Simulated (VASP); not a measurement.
Level of theory: PBE GGA, VASP's PBE PAW potentials (set 64) (plane waves; VASP).

A VASP calculation is set up with these files.

**KPOINTS**
```
K-points
0
G
  1 1 1
```

**INCAR**
```
SYSTEM = AlC62
PREC = Normal; ENCUT = 400; LREAL = Auto
LASPH = .TRUE.; ISYM = 0; NELECT = 253.0
EDIFF = 1E-6; NELM = 100; NELMIN = 4
ALGO = Fast
ISMEAR = 0; SIGMA = 0.05
GGA = PE
ISPIN = 2; MAGMOM = 63*0.0159; NUPDOWN = 1
LWAVE = .FALSE.; LCHARG = .FALSE.; LORBIT = 11
LHYPERFINE = .TRUE.
```

**POSCAR**
```
AlC62
1
    7.1465551589     0.0000000000     0.0000000000
    0.0000000000     7.1465551589     0.0000000000
    0.0000000000     0.0000000000     7.1465551589
C Al
62 1
Direct
  0.4986903859   0.0001696066   0.0009236836
  0.6197256788   0.1290165536   0.1297508763
  0.7468016013   0.2528123235   0.0043421536
  0.8704947022   0.3799733247   0.1297816864
  0.7468419676   0.0035897583   0.2535187548
  0.8705093577   0.1290189389   0.3806819847
  0.9983222861   0.0012782163   0.0020271107
  0.1214035117   0.1265604545   0.1272418056
  0.2462595984   0.2501769058   0.9995109750
  0.3696474633   0.3735668548   0.1234082498
  0.4994218235   0.5002425036   0.0006670872
  0.6260934942   0.6301151584   0.1232757388
  0.7494198693   0.7534019976   0.9994363255
  0.8731341667   0.8781617371   0.1271837145
  0.2462388446   0.9988301216   0.2508911707
  0.3696263033   0.1226835255   0.3743081474
  0.4841390355   0.2456689448   0.2464533484
  0.7535864534   0.5155022880   0.2465305496
  0.8769002814   0.6300298663   0.3742290934
  0.4994095540   0.9999020307   0.5009290215
  0.6260416030   0.1225734456   0.6308454045
  0.7535967243   0.2457627019   0.5161791245
  0.8768685043   0.3735171496   0.6306914145
  0.7494205812   0.9987309039   0.7540838067
  0.8730854888   0.1265065960   0.8788582968
  0.9993628510   0.5008490472   0.0009493429
  0.1224255337   0.6258342176   0.1234042673
  0.2501014058   0.7494619695   0.9985265252
  0.3737352103   0.8772234644   0.1233139417
  0.9959122843   0.2528673519   0.2535934424
  0.1233713567   0.3758567024   0.3766041336
  0.2462500933   0.5024541049   0.2467319945
  0.3695730761   0.6302562791   0.3612776702
  0.4970764306   0.7535186559   0.2466223617
  0.6237431837   0.8762703815   0.3765466495
  0.9993786557   0.0002209600   0.5015870611
  0.1223912474   0.1226964590   0.6265941950
  0.2461893831   0.2459794421   0.5032274054
  0.3695730661   0.3605460084   0.6309237828
  0.6390381248   0.6303174333   0.6309943279
  0.7535849981   0.7534306366   0.5031479631
  0.8769485128   0.8771667181   0.6265915254
  0.2500842490   0.9978134066   0.7502007031
  0.3737119060   0.1226182370   0.8779508766
  0.4970691303   0.2458833377   0.7542184050
  0.6237119291   0.3757920831   0.8769807103
  0.7535310166   0.5023968685   0.7541046506
  0.8769276605   0.6258155542   0.8778806489
  0.0008235008   0.7533532312   0.2509164076
  0.1237746216   0.8758150099   0.3759614326
  0.9995841507   0.5001760913   0.5008906008
  0.1272151236   0.6230892941   0.6238162541
  0.2527049519   0.7469402716   0.4966855411
  0.3764402198   0.8723699320   0.6238805010
  0.0008179284   0.2502099674   0.7540298668
  0.1238166452   0.3752677001   0.8764982157
  0.2526901565   0.4959723040   0.7476260614
  0.3764412856   0.6231065746   0.8731172141
  0.5035583051   0.7469516620   0.7476697785
  0.6244016364   0.8758203526   0.8765224042
  0.0017839440   0.7494607634   0.7501653914
  0.1249270306   0.8746281563   0.8753498462
  0.5615019144   0.4381184630   0.4388073757
```

POTCAR, in this order: C Al (PBE.64 set). Program: vasp_gam. Read from the step before: WAVECAR.

The resulting files:

### OSZICAR
```
       N       E                     dE             d eps       ncg     rms          rms(c)
DAV:   1    -0.534444261737E+03   -0.53444E+03   -0.87474E-04   880   0.993E-02    0.258E-01
RMM:   2    -0.534443215906E+03    0.10458E-02   -0.56980E-03   700   0.122E-01    0.187E-01
RMM:   3    -0.534444077235E+03   -0.86133E-03   -0.11450E-03   684   0.775E-02    0.228E-01
RMM:   4    -0.534443718090E+03    0.35914E-03   -0.55396E-04   686   0.392E-02    0.193E-02
RMM:   5    -0.534443728782E+03   -0.10692E-04   -0.67090E-05   729   0.183E-02    0.653E-03
RMM:   6    -0.534443729751E+03   -0.96863E-06   -0.75935E-06   611   0.630E-03
   1 F= -.53444373E+03 E0= -.53442965E+03  d E =-.281495E-01  mag=     1.0000
```

### OUTCAR
```
------------------------ aborting loop because EDIFF is reached ----------------------------------------
  FORCE on cell =-STRESS in cart. coord.  units (eV):
  Direction    XX          YY          ZZ          XY          YZ          ZX
  --------------------------------------------------------------------------------------
  Total       36.5039731     36.8854491     36.7865658     13.2187296    -13.3569293     13.2020978
  in kB      160.2361378    161.9106468    161.4765934     58.0243190    -58.6309538     57.9513127
  external PRESSURE =     161.2077926 kB  Pullay stress =       0.0000000 kB
  volume of cell :      365.00
      direct lattice vectors                 reciprocal lattice vectors
     7.146555159  0.000000000  0.000000000     0.139927556  0.000000000  0.000000000
     0.000000000  7.146555159  0.000000000     0.000000000  0.139927556  0.000000000
     0.000000000  0.000000000  7.146555159     0.000000000  0.000000000  0.139927556
 POSITION                                       TOTAL-FORCE (eV/Angst)
 -----------------------------------------------------------------------------------
      3.56392      0.00121      0.00660         0.021116      0.005698     -0.005006
      4.42890      0.92202      0.92727        -0.018604      0.002106      0.006289
      5.33706      1.80674      0.03103        -0.003560     -0.001136      0.003980
      6.22104      2.71550      0.92749         0.002046      0.009037      0.004319
      5.33735      0.02565      1.81179        -0.010737      0.007335      0.002624
      6.22114      0.92204      2.72056         0.000144      0.011461      0.010072
      7.13457      0.00913      0.01449        -0.002706      0.005458     -0.010914
      0.86762      0.90447      0.90934         0.007356     -0.003225     -0.000166
      1.75991      1.78790      7.14306        -0.012216     -0.000578      0.001119
      2.64171      2.66972      0.88194        -0.009735      0.003326      0.006478
      3.56915      3.57501      0.00477         0.004703     -0.015253     -0.018685
      4.47441      4.50315      0.88100        -0.008301      0.006854      0.013880
      5.35577      5.38423      7.14253         0.002085     -0.010962      0.006875
      6.23990      6.27583      0.90893        -0.000693     -0.000935      0.004849
      1.75976      7.13819      1.79301        -0.008910     -0.004245     -0.004956
      2.64155      0.87676      2.67501        -0.014946     -0.000452     -0.000727
      3.45993      1.75569      1.76129         0.016278      0.012034      0.000308
      5.38555      3.68407      1.76184         0.012792     -0.015997     -0.004496
      6.26682      4.50254      2.67445        -0.002142      0.009420      0.003707
      3.56906      7.14586      3.57992         0.003502     -0.010206      0.004017
      4.47404      0.87598      4.50837         0.004495      0.007023     -0.007571
      5.38562      1.75636      3.68890         0.009153     -0.002439     -0.011025
      6.26659      2.66936      4.50727        -0.000720      0.005718      0.014045
      5.35578      7.13749      5.38910         0.000307      0.008739      0.004107
      6.23955      0.90409      6.28081         0.013055     -0.002673      0.005619
      7.14200      3.57935      0.00678        -0.002832     -0.016970     -0.003833
      0.87492      4.47256      0.88192        -0.002606      0.004921      0.003301
      1.78736      5.35607      7.13602        -0.003460      0.001352     -0.004315
      2.67092      6.26913      0.88127        -0.007130      0.005448      0.013329
      7.11734      1.80713      1.81232        -0.002244     -0.006966     -0.007849
      0.88168      2.68608      2.69142         0.009314     -0.000629     -0.003633
      1.75984      3.59082      1.76328        -0.003411     -0.000497      0.000283
      2.64117      4.50416      2.58189        -0.012436     -0.002492     -0.009520
      3.55238      5.38506      1.76250         0.014949     -0.015848      0.003392
      4.45762      6.26231      2.69101         0.000844     -0.008616     -0.006430
      7.14211      0.00158      3.58462        -0.008407     -0.003790     -0.012644
      0.87468      0.87686      4.47799         0.002875     -0.003831     -0.003405
      1.75941      1.75791      3.59634         0.010659      0.001374     -0.004457
      2.64117      2.57666      4.50893        -0.011366     -0.001249     -0.005664
      4.56692      4.50460      4.50944         0.003815     -0.005806     -0.004058
      5.38554      5.38443      3.59577        -0.000858     -0.015964      0.000456
      6.26716      6.26872      4.47797         0.000597      0.012090     -0.000827
      1.78724      7.13093      5.36135        -0.000871     -0.002352      0.004306
      2.67075      0.87630      6.27432         0.004970      0.003571      0.003115
      3.55233      1.75722      5.39006         0.006147      0.003932     -0.005074
      4.45739      2.68562      6.26739         0.001741      0.005455     -0.008291
      5.38515      3.59041      5.38925         0.006609     -0.000610     -0.005109
      6.26701      4.47243      6.27382         0.001389      0.012981      0.006299
      0.00589      5.38388      1.79319        -0.008149     -0.006478     -0.006916
      0.88456      6.25906      2.68683         0.018307      0.006169     -0.001758
      7.14358      3.57454      3.57964         0.018918     -0.001702     -0.002931
      0.90915      4.45294      4.45814         0.009929      0.015463      0.007376
      1.80597      5.33805      3.54959        -0.015525     -0.005535      0.012060
      2.69025      6.23444      4.45860        -0.009469      0.001718     -0.000740
      0.00585      1.78814      5.38872        -0.012733     -0.008275      0.007202
      0.88486      2.68187      6.26394         0.004312     -0.004264      0.005833
      1.80586      3.54449      5.34295        -0.004157      0.005590      0.006662
      2.69026      4.45307      6.23978        -0.005977      0.014911     -0.009760
      3.59871      5.33813      5.34326        -0.005683     -0.004169      0.003096
      4.46232      6.25910      6.26412        -0.004033      0.000019      0.001533
      0.01275      5.35606      5.36110        -0.003539     -0.009054      0.001966
      0.89280      6.25058      6.25574        -0.007452      0.017594      0.014523
      4.01280      3.13104      3.13596         0.013204     -0.013601     -0.016258
 -----------------------------------------------------------------------------------
    total drift:                               -0.007771     -0.012048      0.025196
  FREE ENERGIE OF THE ION-ELECTRON SYSTEM (eV)
  ---------------------------------------------------
  free  energy   TOTEN  =      -534.4437297510 eV

  energy  without entropy=     -534.4155802112  energy(sigma->0) =     -534.42965498

 total charge

# of ion       s       p       d       tot
------------------------------------------
    1        0.835   1.779   0.000   2.614
    2        0.826   1.752   0.000   2.578
    3        0.827   1.760   0.000   2.587
    4        0.826   1.751   0.000   2.577
    5        0.827   1.760   0.000   2.587
    6        0.826   1.752   0.000   2.577
    7        0.829   1.768   0.000   2.598
    8        0.828   1.763   0.000   2.590
    9        0.832   1.781   0.000   2.612
   10        0.830   1.775   0.000   2.605
   11        0.827   1.761   0.000   2.587
   12        0.830   1.776   0.000   2.606
   13        0.832   1.781   0.000   2.613
   14        0.828   1.763   0.000   2.591
   15        0.832   1.780   0.000   2.612
   16        0.830   1.776   0.000   2.605
   17        0.834   1.816   0.000   2.650
   18        0.834   1.817   0.000   2.651
   19        0.830   1.775   0.000   2.605
   20        0.827   1.761   0.000   2.587
   21        0.830   1.776   0.000   2.606
...
```
(Selected blocks of OUTCAR.)

At this cut-off the stress carries a Pulay error, which pulls relaxed volumes low. The cell is charged, with a uniform compensating background.  The supercell is sampled at Γ alone, which is coarse: total energies, pressure and levels can be off, energies of defects by several tenths of an eV.

The cell is a supercell with a defect, built from C (diamond): Al_C-vac_C, charge -2.
